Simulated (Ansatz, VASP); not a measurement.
**Cross-check of GaAs between VASP and Ansatz**

One calculation is typed for both programs; each brings its own data sets. How far apart do they land? The cell is taken from a series of runs on this material, whose earlier steps may have relaxed, scaled, displaced or heated it; both programs get it as it stands.

Main program and level: Ansatz 0.2.0; plane waves, with VASP 6.6.1 beside it; G0W0 gap at PBE, DFT+U.

**1. Starting point**

It takes space group F-43m (No. 216, cubic). The conventional cell has a = 5.654 Å, b = 5.654 Å, c = 5.654 Å, α = 90.00°, β = 90.00°, γ = 90.00°. Nearest to Ga lie 4 As at 2.45 Å. Nearest to As lie 4 Ga at 2.45 Å. Farther neighbours are not listed.

As a file:

```
Ga As
1.0
     0.00000    2.82685    2.82685
     2.82685    0.00000    2.82685
     2.82685    2.82685    0.00000
Ga As
1 1
Direct
  0.00000 0.00000 0.00000
  0.25000 0.25000 0.25000
```

**2. VASP: G0W0 gap, PBE, DFT+U**

Quasiparticle shifts depend on high empty states and on the cores, so they are the hardest test of two PAW sets.

Lines of VASP's logs that name or quote its potential files are left out, and so is its time.

The run reads the wave functions of an earlier VASP run, which isn't shown here.

INCAR

```
SYSTEM = GaAs
PREC = Accurate
ENCUT = 430
ISMEAR = 0
SIGMA = 0.01
LREAL = .FALSE.
GGA = PE
NBANDS = 200
LASPH = .TRUE.
ALGO = EVGW0
NELMGW = 1
ENCUTGW = 150
NOMEGA = 64
PRECFOCK = Fast
NBANDSGW = 24
LWAVE = .FALSE.
LCHARG = .FALSE.
```

POSCAR

```
GaAs
1.0
    0.0000000000      2.8268500000      2.8268500000
    2.8268500000      0.0000000000      2.8268500000
    2.8268500000      2.8268500000      0.0000000000
Ga As
1 1
Direct
    0.0000000000      0.0000000000      0.0000000000
    0.2500000000      0.2500000000      0.2500000000
```

KPOINTS

```
Automatic mesh
0
Gamma
6 6 6
0 0 0
```

Potentials, in the order of the species: Ga_d_GW and As_GW (PBE family, release 64).

Started as:

```console
$ mpirun -np 8 vasp_std
```

Numbers of over 12 decimals in the logs are rounded to 6 here.

Log:

```text
[banner, memory and clock lines left out]
running    8 mpi-ranks, on    1 nodes
 distrk:  each k-point on    8 cores,    1 groups
 distr:  one band on    1 cores,    8 groups

 POSCAR found type information on POSCAR GaAs
 POSCAR found :  2 types and       2 ions
|                                                                             |
|           W    W    AA    RRRRR   N    N  II  N    N   GGGG   !!!           |
|           W    W   A  A   R    R  NN   N  II  NN   N  G    G  !!!           |
|           W    W  A    A  R    R  N N  N  II  N N  N  G       !!!           |
|           W WW W  AAAAAA  RRRRR   N  N N  II  N  N N  G  GGG   !            |
|           WW  WW  A    A  R   R   N   NN  II  N   NN  G    G                |
|           W    W  A    A  R    R  N    N  II  N    N   GGGG   !!!           |
|                                                                             |
|     For optimal performance we recommend to set                             |
|       NCORE = 2 up to number-of-cores-per-socket                            |
|     NCORE specifies how many cores store one orbital (NPAR=cpu/NCORE).      |
|     This setting can greatly improve the performance of VASP for DFT.       |
|     The default, NCORE=1 might be grossly inefficient on modern             |
|     multi-core architectures or massively parallel machines. Do your        |
|     Unfortunately you need to use the default for GW and RPA                |
|     calculations (for HF NCORE is supported but not extensively tested      |
|     yet).                                                                   |
|                                                                             |

|                                                                             |
|           W    W    AA    RRRRR   N    N  II  N    N   GGGG   !!!           |
|           W    W   A  A   R    R  NN   N  II  NN   N  G    G  !!!           |
|           W    W  A    A  R    R  N N  N  II  N N  N  G       !!!           |
|           W WW W  AAAAAA  RRRRR   N  N N  II  N  N N  G  GGG   !            |
|           WW  WW  A    A  R   R   N   NN  II  N   NN  G    G                |
|           W    W  A    A  R    R  N    N  II  N    N   GGGG   !!!           |
|                                                                             |
|     The default for ENCUTGWSOFT is different in this version of VASP.       |
|     please manually set ENCUTGWSOFT =150 in the INCAR file.                 |
|                                                                             |

 LDA part: xc-table for (Slater+PW92), standard interpolation
 found WAVECAR, reading the header
 POSCAR, INCAR and KPOINTS ok, starting setup
 FFT: planning ... GRIDC
 FFT: planning ... GRID_SOFT
 FFT: planning ... GRID
 reading WAVECAR
 the WAVECAR file was read successfully
 initial charge from wavefunction
 available memory per node:     31.73 GB, setting MAXMEM to     32495

 The Fermi energy was updated, please check that it is located mid-gap
 values below the HOMO (VB) or above the LUMO (CB) will cause erroneous energies
 E-fermi :   4.0887

 calculate exact exchange contribution
 the WAVEDER file was read successfully
energies w=
    0.000    0.000    0.249    0.000    0.498    0.000    0.745    0.000
    0.990    0.000    1.234    0.000    1.475    0.000    1.713    0.000
    1.948    0.000    2.180    0.000    2.408    0.000    2.634    0.000
    2.856    0.000    3.075    0.000    3.292    0.000    3.506    0.000
    3.717    0.000    3.927    0.000    4.136    0.000    4.343    0.000
    4.550    0.000    4.756    0.000    4.963    0.000    5.171    0.000
    5.380    0.000    5.591    0.000    5.804    0.000    6.021    0.000
    6.242    0.000    6.467    0.000    6.697    0.000    6.935    0.000
    7.179    0.000    7.432    0.000    7.695    0.000    7.969    0.000
    8.256    0.000    8.558    0.000    8.876    0.000    9.214    0.000
    9.573    0.000    9.958    0.000   10.373    0.000   10.821    0.000
   11.309    0.000   11.843    0.000   12.431    0.000   13.085    0.000
   13.817    0.000   14.642    0.000   15.583    0.000   16.665    0.000
   17.927    0.000   19.417    0.000   21.204    0.000   23.387    0.000
   26.115    0.000   29.617    0.000   34.275    0.000   40.763    0.000
   50.409    0.000   66.223    0.000   96.812    0.000  180.702    0.000
 responsefunction array rank=     200
 LDA part: xc-table for (Slater+PW92), standard interpolation

 min. memory requirement per mpi rank    305.2 MB, per node   2441.9 MB

 allocating   8 responsefunctions rank=   200
 shmem allocating  64 responsefunctions rank=   200
 response function shared by NCSHMEM nodes    1
 Doing            8  frequencies on each core in blocks of           64
NQ=   1    0.0000    0.0000    0.0000,
|.........|.........|.........|.........|.........|.........|.........|.........
 performed        896000 updates of chi_q(r,r)
 total number of BLAS operations        204.77 Gflops
NQ=   2    0.1667    0.0000    0.0000,
|.........|.........|.........|.........|.........|.........|.........|.........
 performed       2445000 updates of chi_q(r,r)
 total number of BLAS operations        571.38 Gflops
NQ=   3    0.3333    0.0000    0.0000,
|.........|.........|.........|.........|.........|.........|.........|.........
 performed       3994000 updates of chi_q(r,r)
 total number of BLAS operations        986.38 Gflops
NQ=   4    0.5000    0.0000    0.0000,
|.........|.........|.........|.........|.........|.........|.........|.........
 performed       5312000 updates of chi_q(r,r)
 total number of BLAS operations       1328.16 Gflops
NQ=   5    0.1667    0.1667    0.0000,
|.........|.........|.........|.........|.........|.........|.........|.........
 performed       6861000 updates of chi_q(r,r)
 total number of BLAS operations       1734.14 Gflops
NQ=   6    0.3333    0.1667    0.0000,
|.........|.........|.........|.........|.........|.........|.........|.........
 performed       9235000 updates of chi_q(r,r)
 total number of BLAS operations       2419.92 Gflops
NQ=   7    0.5000    0.1667    0.0000,
|.........|.........|.........|.........|.........|.........|.........|.........
 performed      11609000 updates of chi_q(r,r)
 total number of BLAS operations       3105.71 Gflops
NQ=   8   -0.3333    0.1667    0.0000,
|.........|.........|.........|.........|.........|.........|.........|.........
 performed      13983000 updates of chi_q(r,r)
 total number of BLAS operations       3791.50 Gflops
NQ=   9   -0.1667    0.1667    0.0000,
|.........|.........|.........|.........|.........|.........|.........|.........
 performed      16050000 updates of chi_q(r,r)
 total number of BLAS operations       4351.45 Gflops
NQ=  10    0.3333    0.3333    0.0000,
|.........|.........|.........|.........|.........|.........|.........|.........
 performed      17599000 updates of chi_q(r,r)
 total number of BLAS operations       4817.84 Gflops
NQ=  11    0.5000    0.3333    0.0000,
|.........|.........|.........|.........|.........|.........|.........|.........
 performed      19973000 updates of chi_q(r,r)
 total number of BLAS operations       5518.14 Gflops
NQ=  12   -0.3333    0.3333    0.0000,
|.........|.........|.........|.........|.........|.........|.........|.........
 performed      22040000 updates of chi_q(r,r)
 total number of BLAS operations       6090.33 Gflops
NQ=  13    0.5000    0.5000    0.0000,
|.........|.........|.........|.........|.........|.........|.........|.........
 performed      23224000 updates of chi_q(r,r)
 total number of BLAS operations       6432.33 Gflops
NQ=  14    0.5000    0.3333    0.1667,
|.........|.........|.........|.........|.........|.........|.........|.........
 performed      25886000 updates of chi_q(r,r)
 total number of BLAS operations       7193.22 Gflops
NQ=  15   -0.3333    0.3333    0.1667,
|.........|.........|.........|.........|.........|.........|.........|.........
 performed      28395000 updates of chi_q(r,r)
 total number of BLAS operations       7948.65 Gflops
NQ=  16   -0.3333    0.5000    0.1667,
|.........|.........|.........|.........|.........|.........|.........|.........
 performed      30472000 updates of chi_q(r,r)
 total number of BLAS operations       8586.97 Gflops
 resolving degeneracies of screened two electron integrals

 calculate QP shifts <psi_nk| G(iteration)W_0 |psi_nk>: iteration 1
 entering main loop
```

Parts of OUTCAR (step 2):

```text
ion  position               nearest neighbor table
   1  0.000  0.000  0.000-   2 2.45   2 2.45   2 2.45   2 2.45
   2  0.250  0.250  0.250-   1 2.45   1 2.45   1 2.45   1 2.45

  LATTYP: Found a face centered cubic cell.
 ALAT       =     5.6537000000

 Subroutine GETGRP returns: Found 24 space group operations
 (whereof 24 operations were pure point group operations)

The static configuration has the point symmetry T_d .

 Found     16 irreducible k-points:

   k-points           NKPTS =     16   k-points in BZ     NKDIM =    216   number of bands    NBANDS=    200

   dimension x,y,z NGX =    28 NGY =   28 NGZ =   28
   dimension x,y,z NGXF=    56 NGYF=   56 NGZF=   56

   ENCUT  =  430.0 eV  31.60 Ry    5.62 a.u.   6.76  6.76  6.76*2*pi/ulx,y,z

   NELECT =      18.0000    total number of electrons

  energy-cutoff  :      430.00
  volume of cell :       45.18
      direct lattice vectors                 reciprocal lattice vectors
     0.000000000  2.826850000  2.826850000    -0.176875321  0.176875321  0.176875321
     2.826850000  0.000000000  2.826850000     0.176875321 -0.176875321  0.176875321
     2.826850000  2.826850000  0.000000000     0.176875321  0.176875321 -0.176875321

 k-points in reciprocal lattice and weights: Automatic mesh
   0.00000000  0.00000000  0.00000000       0.005
   0.16666667  0.00000000  0.00000000       0.037
   0.33333333  0.00000000  0.00000000       0.037
   0.50000000  0.00000000  0.00000000       0.019
   0.16666667  0.16666667  0.00000000       0.028
   0.33333333  0.16666667  0.00000000       0.111
   0.50000000  0.16666667  0.00000000       0.111
  -0.33333333  0.16666667  0.00000000       0.111
  -0.16666667  0.16666667  0.00000000       0.056
[...]
-0.33333333  0.33333333  0.16666667       0.111
  -0.33333333  0.50000000  0.16666667       0.056

 E-fermi :   4.0887

 QP shifts <psi_nk| G(iteration)W_0 |psi_nk>: iteration 1
 for sc-GW calculations column KS-energies equals QP-energies in previous step
 and V_xc(KS)=  KS-energies - (<T + V_ion + V_H > + <T+V_H+V_ion>^1  + <V_x>^1)
 k-point   1 :       0.0000    0.0000    0.0000
  band No.  KS-energies  QP-energies   sigma(KS)   V_xc(KS)     V^pw_x(r,r')   Z            occupation Imag(sigma)
    ...
      6      -8.8637      -9.2307     -11.7290     -11.1341     -18.1118       0.6170       2.0000       0.8340
      7       3.7997       3.3407     -12.5024     -11.8960     -13.3799       0.7569       2.0000       0.0129
      8       3.7997       3.3407     -12.5024     -11.8960     -13.3799       0.7569       2.0000       0.0129
      9       3.7997       3.3407     -12.5024     -11.8960     -13.3799       0.7569       2.0000       0.0129
     10       4.3778       4.7528     -10.9836     -11.4731      -7.4814       0.7661       0.0000      -0.0810
     11       7.5802       7.5825     -10.0010     -10.0041      -5.6433       0.7494       0.0000      -0.0832
     12       7.5802       7.5825     -10.0010     -10.0041      -5.6433       0.7494       0.0000      -0.0832
     13       7.5802       7.5825     -10.0010     -10.0041      -5.6433       0.7494       0.0000      -0.0832
    ...

 k-point   2 :       0.1667    0.0000    0.0000
  band No.  KS-energies  QP-energies   sigma(KS)   V_xc(KS)     V^pw_x(r,r')   Z            occupation Imag(sigma)
    ...
      6      -8.5521      -8.9339     -11.8808     -11.2725     -18.1519       0.6276       2.0000       0.8154
      7       1.1202       0.7014     -11.9520     -11.3781     -13.4742       0.7295       2.0000       0.0241
      8       3.4318       2.9427     -12.3264     -11.6777     -13.2790       0.7539       2.0000       0.0143
      9       3.4318       2.9427     -12.3264     -11.6777     -13.2790       0.7539       2.0000       0.0143
     10       5.4855       5.6963     -10.5901     -10.8664      -6.8925       0.7626       0.0000      -0.0811
     11       8.1160       8.1415     -10.1330     -10.1672      -5.6267       0.7450       0.0000      -0.0898
     12       8.1160       8.1415     -10.1330     -10.1672      -5.6267       0.7450       0.0000      -0.0898
     13       8.5126       8.5790     -10.2987     -10.3881      -5.8042       0.7441       0.0000      -0.0984
    ...

 k-point   3 :       0.3333    0.0000    0.0000
  band No.  KS-energies  QP-energies   sigma(KS)   V_xc(KS)     V^pw_x(r,r')   Z            occupation Imag(sigma)
    ...
      6      -7.7418      -8.1460     -12.2642     -11.6464     -18.2376       0.6544       2.0000       0.7532
      7      -1.5300      -2.0477     -11.5728     -10.8366     -14.4914       0.7031       2.0000       0.1441
      8       2.9008       2.3676     -12.1851     -11.4727     -13.3265       0.7484       2.0000       0.0194
      9       2.9008       2.3676     -12.1851     -11.4727     -13.3265       0.7484       2.0000       0.0194
     10       5.0605       5.2239     -10.2166     -10.4295      -6.5359       0.7673       0.0000      -0.0837
     11       8.5095       8.5337      -9.8783      -9.9108      -5.2665       0.7451       0.0000      -0.1025
     12       8.5095       8.5337      -9.8783      -9.9108      -5.2665       0.7451       0.0000      -0.1025
     13      11.0772      11.1140      -9.8503      -9.9007      -4.4895       0.7312       0.0000      -0.2191
    ...

 k-point   4 :       0.5000    0.0000    0.0000
  band No.  KS-energies  QP-energies   sigma(KS)   V_xc(KS)     V^pw_x(r,r')   Z            occupation Imag(sigma)
    ...
      6      -7.1372      -7.5364     -12.6228     -12.0230     -18.3818       0.6654       2.0000       0.6922
      7      -2.7783      -3.3313     -11.2061     -10.4072     -14.7133       0.6922       2.0000       0.2516
      8       2.6914       2.1419     -12.1499     -11.4134     -13.3743       0.7461       2.0000       0.0209
      9       2.6914       2.1419     -12.1499     -11.4134     -13.3743       0.7461       2.0000       0.0209
     10       4.8395       4.9949     -10.1963     -10.3987      -6.5728       0.7674       0.0000      -0.0848
     11       8.4373       8.4477      -9.6764      -9.6903      -5.1112       0.7473       0.0000      -0.1031
     12       8.4373       8.4477      -9.6764      -9.6903      -5.1112       0.7473       0.0000      -0.1031
     13      11.5711      11.3478      -7.9798      -7.6785      -2.6393       0.7411       0.0000      -0.2219
    ...

[... 4 further parts left out ...]
```

(Continued in part 2 of 2.)

[Lines on the potential files, build, host, timing and source positions are cut from VASP's logs without a mark.]

[Logs are printed without paths, hosts, clocks, repeated set-up lines and the standing remarks that a program may print on its own settings, such as how far it seeks lower states.]

[Hosts, paths, dates, database ids (printed as entryN), source tags and the programs' standing remarks are cut or masked in the printed files.]
